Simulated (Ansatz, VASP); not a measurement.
**NbS2Br2 (NbS2Br2 monolayer (from P-1)): VASP beside Ansatz**

One calculation is typed for both programs; each brings its own data sets. How far apart do they land? Of the first pair: The structure shown is the start of the Ansatz relaxation below; VASP solves that cell, so the two are compared at the walk's first step.

Main program and level: Ansatz 0.2.0; plane waves, with VASP 6.6.1 beside it; single point at PBEsol.

### Step 1. Set-up

The cell holds 10 atoms: 2 Nb, 4 S and 4 Br. Cell: a = 6.623 Å, b = 6.628 Å, c = 31.950 Å, α = 90.0°, β = 90.0°, γ = 119.5°. Vacuum lies along c. The height across the vacuum is the one that the program set for its solve, not the one typed.

### Step 2. Ansatz: relaxation, PBEsol

Ansatz runs on its default PAW (the set named soft_2) files.

The two programs are compared at the cell with which this relaxation starts, whose forces are those of its first step.

Input file input.yaml:

```yaml
crystal:
  lattice:
    - [6.622945, 0.0, 0.0]
    - [-3.267765, 5.767036, 0.0]
    - [0.0, 0.0, 28.07475]
  atoms:
    - { symbol: Nb, position: [0.0, 0.0, 0.5000908] }
    - { symbol: Nb, position: [0.2519364, 0.7495533, 0.4999092] }
    - { symbol: S, position: [0.4007622, 0.1494203, 0.5311475] }
    - { symbol: S, position: [0.1559837, 0.9037747, 0.5725697] }
    - { symbol: S, position: [0.8511742, 0.600133, 0.4688525] }
    - { symbol: S, position: [0.0959527, 0.8457786, 0.4274303] }
    - { symbol: Br, position: [0.0161093, 0.3580472, 0.5550797] }
    - { symbol: Br, position: [0.608139, 0.7636996, 0.5550942] }
    - { symbol: Br, position: [0.235827, 0.391506, 0.4449203] }
    - { symbol: Br, position: [0.6437974, 0.9858537, 0.4449058] }
  periodic: [true, true, false]
basis:
  ecutwfc: 420
  xc_grid: 2
hamiltonian:
  xc: pbesol
kpoints:
  mp_grid: { grid: [6, 6, 1] }
scf:
  occupations: { method: fermi_dirac, width: 0.02 }
  max_iter: 80
relax:
  f_tol: 0.005
  max_steps: 60
  cell: {}
output:
  forces: true
checkpoint:
  write: "../cell.run"
  compress: false
  write_wavefunctions: false
  write_every: 100000
```

On the command line:

```console
$ ansatz run input.yaml --threads 4 --pin off --max-ram 10362MiB --backend cpu --events-out ev --progress --plain --runs-dir out
```

Numbers of over 12 decimals in the logs are rounded to 6 here.

The program printed:

```text
Warning: crystal.periodic: the lattice vector that does not repeat stood 0.000° off the slab's normal, 28.075 Å along it as the deck builds it. The run solves the slab on a vector along the normal, 31.950 Å long, with every atom where it was (on the deck's vector they left 24.00 Å outside them, and the widest stretch free of ions among them is 0.87 Å). A fractional position that the run reports is one of the run's ce [...]
crystal.periodic: the lattice vector that does not repeat stood 0.000° off the slab's normal, 28.075 Å along it as the deck builds it. The run solves the slab on a vector along the normal, 31.950 Å long, with every atom where it was (on the deck's vector they left 24.00 Å outside them, and the widest stretch free of ions among them is 0.87 Å). A fractional position that the run reports is one of the run's cell, which [...]
Engine: ansatz 0.2.0, aarch64-unknown-linux-gnu
Pseudopotentials: kind: paw
Pseudopotential: Nb, paw, valence charge 13, recommended cutoff 420 eV (normal), Nb.paw.azcp
Pseudopotential: S, paw, valence charge 6, recommended cutoff 420 eV (normal), S.paw.azcp
Pseudopotential: Br, paw, valence charge 7, recommended cutoff 420 eV (normal), Br.paw.azcp
Functional definition: PBEsol
  exchange = pbesol_x
  correlation = pbesol_c
Crystal: 10 atoms, lattice volume = 1220.304 Å³
Basis set: ecut = 420 eV, 23787 PW (Γ), exchange–correlation on 90×90×432 points (8 copies of the dense FFT grid, shifted against one another)
Bands: 49, of which v1, the nominal top of the filled ones, is band 39 counted from 1 (38 counted from 0)
Symmetry: 2 space group operations
Space group: P-1 (ITA 2), of the structure as read, at distance tolerance 1.1e-4 Å
k-points: 20 of 36
Non-local potential: Nb, projectors of the file, l = 0: 3, l = 1: 2, l = 2: 2, l = 3: 1
Non-local potential: S, projectors of the file, l = 0: 2, l = 1: 2, l = 2: 2
Non-local potential: Br, projectors of the file, l = 0: 2, l = 1: 2, l = 2: 2
PAW form: soft (Blöchl's): semilocal exchange-correlation on the pseudo side does not see the compensation charge
[...]
Crystal: 10 atoms, lattice volume = 1177.505 Å³
Basis set: ecut = 420 eV, 22943 PW (Γ), exchange–correlation on 90×90×432 points (8 copies of the dense FFT grid, shifted against one another)
iter 1 solved again at ethr=5.68e-7 eV; its pass at ethr=3.10e-3 eV (dr2=4.43e-4 eV) is discarded
SCF iter   1: F=—  HF=-23485.430311 eV  |F-HF|=—  |Δ(HF+E_count)|=         —  Δρ=2.84e-4  dr2=4.34e-4  ethr=5.68e-7  ⟨swp⟩=4.8  Hψ=6355  notcnv=0
preconditioner: auto → Resta (q_TF=auto, 1.735 Å⁻¹)  ε∞=2.0  [insulator: Δε(μ)=1.547 eV  Ē_g=8.726 eV  σ=0.020 eV  W_gap=1.00  n_scr=94 (ndim 8)  ℏωp=8.5 eV  f_vac=0.773  D(μ)=0.00/eV (n_scr^D=0)  ε∞_Penn≈2.0  vacuum switching on, ρ_ref=5.5e-3 e/Å³]
SCF iter   2: F=—  HF=-23485.430225 eV  |F-HF|=—  |Δ(HF+E_count)|=   8.57e-5  Δρ=1.30e-4  dr2=8.27e-5  ethr=5.57e-7  ⟨swp⟩=2.5  Hψ=1313  notcnv=0
SCF iter   3: F=—  HF=-23485.430196 eV  |F-HF|=—  |Δ(HF+E_count)|=   2.88e-5  Δρ=4.16e-5  dr2=3.00e-5  ethr=1.06e-7  ⟨swp⟩=2.3  Hψ=1730  notcnv=0
SCF iter   4: F=—  HF=-23485.430208 eV  |F-HF|=—  |Δ(HF+E_count)|=   1.14e-5  Δρ=1.45e-5  dr2=5.72e-6  ethr=3.85e-8  ⟨swp⟩=2.8  Hψ=1808  notcnv=0
SCF iter   5: F=—  HF=-23485.430207 eV  |F-HF|=—  |Δ(HF+E_count)|=   6.27e-7  Δρ=5.80e-6  dr2=9.70e-7  ethr=7.34e-9  ⟨swp⟩=2.5  Hψ=1564  notcnv=0
SCF iter   6: F=-23485.430207 eV  HF=-23485.430207 eV  |F-HF|=9.35e-9  |Δ(HF+E_count)|=   1.29e-7  Δρ=1.68e-6  dr2=3.98e-8  ethr=8.07e-11  ⟨swp⟩=5.2  Hψ=5425  notcnv=0
SCF 5 converged in 6 iterations: F = -23485.430207 eV  dr2 = 3.98e-8
relax step   5: F+E_penalty+E_count = -23485.43020702 eV  Δ(F+E_penalty+E_count) = -5.030e-5 eV  max|allowed force component| = 8.774e-3 eV/Å  Δτ_max = 0.0095 Å  P = -0.007 N/m  Ω = 1177.505 Å³  energy of the carried Pulay correction = +7.538e-4 eV  fix = [c, alpha, beta]  reactions: c -0.000 N/m; alpha +0.000, beta +0.000 N/m/rad  (6 SCF iters, dr2 threshold 6.30e-8 eV, accepted)
[...]
relax step   6: F+E_penalty+E_count = -23485.43030994 eV  Δ(F+E_penalty+E_count) = -1.029e-4 eV  max|allowed force component| = 4.222e-3 eV/Å  Δτ_max = 0.0063 Å  P = -0.000 N/m  Ω = 1177.563 Å³  energy of the carried Pulay correction = +7.527e-4 eV  fix = [c, alpha, beta]  reactions: c -0.000 N/m; alpha +0.000, beta +0.000 N/m/rad  (7 SCF iters, dr2 threshold 4.81e-9 eV, accepted)
[...]
relax step   7: F+E_penalty+E_count = -23485.42954865 eV  Δ(F+E_penalty+E_count) = +7.613e-4 eV  max|allowed force component| = 4.138e-3 eV/Å  Δτ_max = 0.0000 Å  P = +0.000 N/m  Ω = 1177.563 Å³  fix = [c, alpha, beta]  reactions: c +0.000 N/m; alpha +0.000, beta +0.000 N/m/rad  stress off target by 5.66e-3 N/m on what of the cell is left free  SCF on the basis re-selected at this cell (its energy is not comparable with the rows above)  (7 SCF iters)
basis re-selected at this cell: Δ(F+E_penalty+E_count) = +7.613e-4 eV, ΔP = +0.000 N/m vs the last step (what re-selecting the basis moved, of the pressure what is left beyond the Pulay correction that the steps carried, after the strain that the cell walked since its last selection, with what the two solves' SCF thresholds leave and, on support functions, any second-order correction that the steps lacked; it is no m [...]
SCF converged after 7 iterations
Free energy (F): -23485.429549 eV
Harris-Foulkes:  -23485.429549 eV  (|F-HF|=6.55e-11)
Internal energy: -23485.429549 eV  (E = F + TS)
E sigma→0 (E₀):  -23485.429549 eV
Fermi energy:    -4.764199 eV
--- Per-component energies (eV) ---
  E_band       = -1392.119786
  E_kinetic    = 1749.327899
  E_local      = -99870.256812  (includes V_loc(G=0)·N_el)
  E_nonlocal   = 640.092014
  E_hartree    = 48780.281807
  E_xc         = -1778.701181
  E_vxc        = -1188.656350  (∫ρ·V_xc dr)
  E_paw        = -17183.211623  (= ΣΔE_a)
  E_vpaw       = -283.190326  (= ΣTr[D̂ρ^β])
  E_aug_tail   = 0.000014  (compensation charges beyond the density's cutoff)
  E_ewald      = 44176.044037
  E_core_change = 0.994296  (= ΣΔE_core)
  E_smearing   = -0.000000  (= −TS)
  E_closure    = -0.000000  (closes the sum)
  Σ components = -23485.429549   (vs F -23485.429549, Δ=0.00e0)
--- Forces (eV/Å), atoms counted from 1 ---
  atom   1  Nb     0.00125181     0.00016887    -0.00011563
  atom   2  Nb    -0.00125181    -0.00016887     0.00011563
  atom   3  S      0.00089450     0.00200305     0.00101988
  atom   4  S      0.00008543    -0.00026633    -0.00413766
  atom   5  S     -0.00089450    -0.00200305    -0.00101988
  atom   6  S     -0.00008543     0.00026633     0.00413766
  atom   7  Br     0.00007453    -0.00080555    -0.00073278
  atom   8  Br    -0.00071216    -0.00034105    -0.00064093
  atom   9  Br    -0.00007453     0.00080555     0.00073278
  atom  10  Br     0.00071216     0.00034105     0.00064093
  max |Σ_I F_I| component: 1.08e-19 eV/Å
--- 2D stress c σ (N/m, compression-positive) ---
       -0.002786       0.004635       0.000000
        0.004635       0.003114       0.000000
        0.000000       0.000000       0.000000
  P = ½ c Tr σ = 0.0002 N/m
--- Relaxed structure (6 steps of the walk, 6 accepted, 1 SCFs on fresh bases) ---
  F+E_penalty+E_count = -23485.42954865 eV   max|allowed force component| = 4.138e-3 eV/Å   (the final SCF, on the basis selected at the relaxed cell)
  cell:  # Å, volume = 1177.5630 Å³
    - [6.513155, -0.00637224, 0]
    - [-3.219143, 5.662005, 0]
    - [0, 0, 31.9495047403]
  atoms:
    - { symbol: Nb, position: [-0.000622514, 0.00135477, 0.439361] }
    - { symbol: Nb, position: [0.252559, 0.748199, 0.439361] }
    - { symbol: S, position: [0.404770, 0.153582, 0.465966] }
    - { symbol: S, position: [0.153555, 0.902368, 0.502572] }
    - { symbol: S, position: [0.847166, 0.595972, 0.412756] }
    - { symbol: S, position: [0.098381, 0.847185, 0.376151] }
    - { symbol: Br, position: [0.016950, 0.357655, 0.487284] }
    - { symbol: Br, position: [0.608843, 0.765757, 0.487284] }
    - { symbol: Br, position: [0.234986, 0.391898, 0.391438] }
    - { symbol: Br, position: [0.643093, 0.983796, 0.391438] }
```

### Step 3. VASP: single point, PBEsol, start cell, pair 1

The same cell, functional, mesh and smearing now go to VASP, with its own data sets.

Lines of VASP's logs that name or quote its potential files are left out, and so is its time.

Input file INCAR:

```
SYSTEM = NbS2Br2
PREC = Accurate
ENCUT = 400
EDIFF = 1E-06
NELM = 120
ISMEAR = -1
SIGMA = 0.02
LREAL = .FALSE.
ALGO = Normal
GGA = PS
NBANDS = 49
LASPH = .TRUE.
LORBIT = 11
LWAVE = .FALSE.
LCHARG = .FALSE.
ISIF = 2
LDIPOL = .TRUE.
IDIPOL = 3
DIPOL = 0.5 0.5 0.439
LVHAR = .TRUE.
GGA_COMPAT = .FALSE.
EFERMI = MIDGAP
NELMDL = -8
KPAR = 2
```

Input file POSCAR:

```
NbS2Br2
1.0
    6.6229450000      0.0000000000      0.0000000000
   -3.2677650000      5.7670360000      0.0000000000
    0.0000000000      0.0000000000     31.9495050000
Nb S Br
2 4 4
Direct
    0.0000000000      0.0000000000      0.4394410492
    0.2519364295      0.7495533234      0.4392814850
    0.4007622418      0.1494202568      0.4667312686
    0.1559836601      0.9037746600      0.5031298920
    0.8511741877      0.6001330666      0.4119912656
    0.0959527694      0.8457786634      0.3755926422
    0.0161093073      0.3580471840      0.4877610467
    0.6081389434      0.7636995850      0.4877737855
    0.2358270366      0.3915059660      0.3909614875
    0.6437974861      0.9858537384      0.3909487487
```

Input file KPOINTS:

```
Automatic mesh
0
Gamma
6 6 1
0 0 0
```

Potentials, in the order of the species: Nb_sv, S and Br (PBE family, release 64).

On the command line:

```console
$ mpirun -np 2 vasp_std
```

The program printed:

```text
[banner, memory and clock lines left out]
running    2 mpi-ranks, on    1 nodes
 distrk:  each k-point on    1 cores,    2 groups
 distr:  one band on    1 cores,    1 groups

 POSCAR found type information on POSCAR NbS Br
 POSCAR found :  3 types and      10 ions
|                                                                             |
|               ----> ADVICE to this user running VASP <----                  |
|                                                                             |
|     You enforced a specific xc type in the INCAR file but a different       |
|     [... a line on the potential file left out ...]
|     I HOPE YOU KNOW WHAT YOU ARE DOING!                                     |
|                                                                             |

 LDA part: xc-table for (Slater+PW92), standard interpolation
 POSCAR, INCAR and KPOINTS ok, starting setup
 FFT: planning ... GRIDC
 FFT: planning ... GRID_SOFT
 FFT: planning ... GRID
 WAVECAR not read
 entering main loop
       N       E                     dE             d eps       ncg     rms          rms(c)
DAV:   1     0.641890033638E+03    0.64189E+03   -0.26366E+04  2496   0.931E+02
DAV:   2     0.702544802490E+02   -0.57164E+03   -0.55235E+03  2862   0.244E+02
DAV:   3    -0.526097610402E+02   -0.12286E+03   -0.12238E+03  2767   0.110E+02
DAV:   4    -0.588305481304E+02   -0.62208E+01   -0.61680E+01  3215   0.324E+01
DAV:   5    -0.590207719246E+02   -0.19022E+00   -0.18908E+00  3288   0.399E+00
DAV:   6    -0.590246371887E+02   -0.38653E-02   -0.38493E-02  3088   0.681E-01
DAV:   7    -0.590248146719E+02   -0.17748E-03   -0.17696E-03  3336   0.144E-01
DAV:   8    -0.590248207617E+02   -0.60898E-05   -0.60817E-05  3200   0.237E-02    0.238E+01
DAV:   9    -0.562136623007E+02    0.28112E+01   -0.98146E+00  2952   0.167E+01    0.128E+01
DAV:  10    -0.561351603910E+02    0.78502E-01   -0.38080E+00  2966   0.105E+01    0.499E+00
DAV:  11    -0.558224827510E+02    0.31268E+00   -0.81385E-01  2680   0.549E+00    0.197E+00
DAV:  12    -0.558365637715E+02   -0.14081E-01   -0.18601E-01  3263   0.147E+00    0.106E+00
DAV:  13    -0.558300081864E+02    0.65556E-02   -0.27683E-02  2816   0.959E-01    0.383E-01
DAV:  14    -0.558293906295E+02    0.61756E-03   -0.43188E-03  3160   0.385E-01    0.775E-02
[...]
DAV:  22    -0.558306205516E+02   -0.69036E-04   -0.10280E-06  1760   0.364E-03    0.146E-03
DAV:  23    -0.558306599482E+02   -0.39397E-04   -0.55755E-07  1728   0.284E-03    0.870E-04
DAV:  24    -0.558306762502E+02   -0.16302E-04   -0.28152E-07  1592   0.221E-03    0.591E-04
DAV:  25    -0.558306866675E+02   -0.10417E-04   -0.21109E-07  1484   0.177E-03    0.406E-04
DAV:  26    -0.558306896378E+02   -0.29703E-05   -0.74212E-08  1512   0.131E-03    0.136E-04
DAV:  27    -0.558306910153E+02   -0.13775E-05   -0.31822E-08  1276   0.103E-03    0.156E-04
DAV:  28    -0.558306920507E+02   -0.10353E-05   -0.21711E-08  1347   0.798E-04    0.103E-04
DAV:  29    -0.558306925380E+02   -0.48735E-06   -0.82867E-09  1130   0.730E-04
   1 F= -.55830693E+02 E0= -.55830693E+02  d E =-.265617E-18
```

OUTCAR, selected parts (step 3):

```text
ion  position               nearest neighbor table
   1  0.000  0.000  0.439-   5 2.49   3 2.49   6 2.50   4 2.50   8 2.75   9 2.75  10 2.79   7 2.79
                             2 2.88
   2  0.252  0.750  0.439-   3 2.49   5 2.49   4 2.50   6 2.50  10 2.75   7 2.75   8 2.79   9 2.79
                             1 2.88
   3  0.401  0.149  0.467-   4 2.01   2 2.49   1 2.49
   4  0.156  0.904  0.503-   3 2.01   2 2.50   1 2.50
   5  0.851  0.600  0.412-   6 2.01   1 2.49   2 2.49
   6  0.096  0.846  0.376-   5 2.01   1 2.50   2 2.50
   7  0.016  0.358  0.488-   2 2.75   1 2.79
   8  0.608  0.764  0.488-   1 2.75   2 2.79
   9  0.236  0.392  0.391-   1 2.75   2 2.79
  10  0.644  0.986  0.391-   2 2.75   1 2.79

  LATTYP: Found a simple monoclinic cell.
 ALAT       =     6.6229450000
 B/A-ratio  =     4.8240631622
 C/A-ratio  =     1.0008385238
 COS(beta)  =    -0.4929872130

 Subroutine GETGRP returns: Found  2 space group operations
 (whereof  1 operations were pure point group operations)

The static configuration has the point symmetry C_1 .
 The point group associated with its full space group is S_2 .

 Found     20 irreducible k-points:

   k-points           NKPTS =     20   k-points in BZ     NKDIM =     20   number of bands    NBANDS=     49

   dimension x,y,z NGX =    48 NGY =   48 NGZ =  210
   dimension x,y,z NGXF=    96 NGYF=   96 NGZF=  420

   ENCUT  =  400.0 eV  29.40 Ry    5.42 a.u.  10.80 10.81 52.10*2*pi/ulx,y,z

   NELECT =      78.0000    total number of electrons

 k-points in reciprocal lattice and weights: Automatic mesh
   0.00000000  0.00000000  0.00000000       0.028
   0.16666667 -0.00000000  0.00000000       0.056
   0.33333333 -0.00000000  0.00000000       0.056
   0.50000000 -0.00000000  0.00000000       0.028
   0.00000000  0.16666667  0.00000000       0.056
   0.16666667  0.16666667  0.00000000       0.056
   0.33333333  0.16666667  0.00000000       0.056
   0.50000000  0.16666667  0.00000000       0.056
  -0.33333333  0.16666667  0.00000000       0.056
[...]
0.33333333  0.50000000  0.00000000       0.056
   0.50000000  0.50000000  0.00000000       0.028

 dipolmoment           0.000000      0.000000      0.000005 electrons x Angstroem

 average (electrostatic) potential at core
       1 -92.5480       2 -92.5480       3 -95.8492       4 -95.9032       5 -95.8492
       6 -95.9032       7 -69.0348       8 -69.0421       9 -69.0348      10 -69.0421

 E-fermi :  -3.0144

 k-point     1 :       0.0000    0.0000    0.0000
  band No.  band energies     occupation
    ...
     35      -5.3468      2.00000
     36      -5.0730      2.00000
     37      -4.8322      2.00000
     38      -4.7463      2.00000
     39      -3.9218      2.00000
     40      -1.8335      0.00000
     41      -1.5999      0.00000
     42      -1.3755      0.00000
     43      -1.1026      0.00000
     44      -0.9843      0.00000
    ...

 k-point     2 :       0.1667   -0.0000    0.0000
  band No.  band energies     occupation
    ...
     35      -5.3183      2.00000
     36      -5.2881      2.00000
     37      -4.8054      2.00000
     38      -4.5877      2.00000
     39      -3.9078      2.00000
     40      -1.8323      0.00000
     41      -1.6862      0.00000
     42      -1.5330      0.00000
     43      -1.0484      0.00000
     44      -0.9527      0.00000
    ...

 k-point     3 :       0.3333   -0.0000    0.0000
  band No.  band energies     occupation
    ...
     35      -5.4165      2.00000
     36      -5.3021      2.00000
     37      -4.8106      2.00000
     38      -4.6007      2.00000
     39      -3.8578      2.00000
     40      -1.8946      0.00000
     41      -1.6312      0.00000
     42      -1.5728      0.00000
     43      -1.2687      0.00000
     44      -0.9686      0.00000
    ...

  Total       -4.6702385     -4.3979699     -3.6260204      0.2998545     -0.4259105     -0.3217522
  in kB       -6.1317113     -5.7742407     -4.7607226      0.3936889     -0.5591921     -0.4224391
  external PRESSURE =      -5.5555582 kB  Pullay stress =       0.0000000 kB

  energy-cutoff  :      400.00
  volume of cell :     1220.30
      direct lattice vectors                 reciprocal lattice vectors
     6.622945000  0.000000000  0.000000000     0.150990232  0.085555317  0.000000000
    -3.267765000  5.767036000  0.000000000     0.000000000  0.173399299  0.000000000
     0.000000000  0.000000000 31.949505000     0.000000000  0.000000000  0.031299389

 POSITION                                       TOTAL-FORCE (eV/Angst)
 -----------------------------------------------------------------------------------
      0.00000      0.00000     14.03992         0.060318     -0.007659     -0.000760
     -0.78080      4.32270     14.03483        -0.060318      0.007659      0.000760
      2.16596      0.86171     14.91183        -0.087599     -0.138602     -0.284448
     -1.92025      5.21210     16.07475        -0.126662     -0.186184     -0.281820
      3.67619      3.46099     13.16292         0.087599      0.138602      0.284448
     -2.12832      4.87764     12.00000         0.126662      0.186184      0.281820
     -1.06332      2.06487     15.58372         0.115132      0.038717     -0.283241
      1.53208      4.40428     15.58413        -0.002704      0.147364     -0.286728
      0.28252      2.25783     12.49103        -0.115132     -0.038717      0.283241
      1.04230      5.68545     12.49062         0.002704     -0.147364      0.286728
 -----------------------------------------------------------------------------------
    total drift:                                0.000056      0.000482      0.000037

  FREE ENERGIE OF THE ION-ELECTRON SYSTEM (eV)
  ---------------------------------------------------
  free  energy   TOTEN  =       -55.8306925380 eV

  energy  without entropy=      -55.8306925380  energy(sigma->0) =      -55.83069254

 vacuum level on the upper side and lower side of the slab         1.837         1.837

 total charge
# of ion       s       p       d       tot
------------------------------------------
    1        2.136   6.010   2.396  10.542
    2        2.136   6.010   2.396  10.542
    3        1.370   2.284   0.000   3.655
    4        1.366   2.290   0.000   3.657
    5        1.370   2.284   0.000   3.655
    6        1.366   2.290   0.000   3.657
    7        1.606   3.209   0.019   4.835
    8        1.606   3.210   0.019   4.835
    9        1.606   3.209   0.019   4.835
   10        1.606   3.210   0.019   4.835
--------------------------------------------------
tot         16.169  34.008   4.869  55.046

[... 3 further parts left out ...]
```

(Part 1 of 2 ends here.)

[Lines on the potential files, build, host, timing and source positions are cut from VASP's logs without a mark.]

[Logs are printed without paths, hosts, clocks, repeated set-up lines and the standing remarks that a program may print on its own settings, such as how far it seeks lower states.]

[Hosts, paths, dates, database ids (printed as entryN), source tags and the programs' standing remarks are cut or masked in the printed files.]
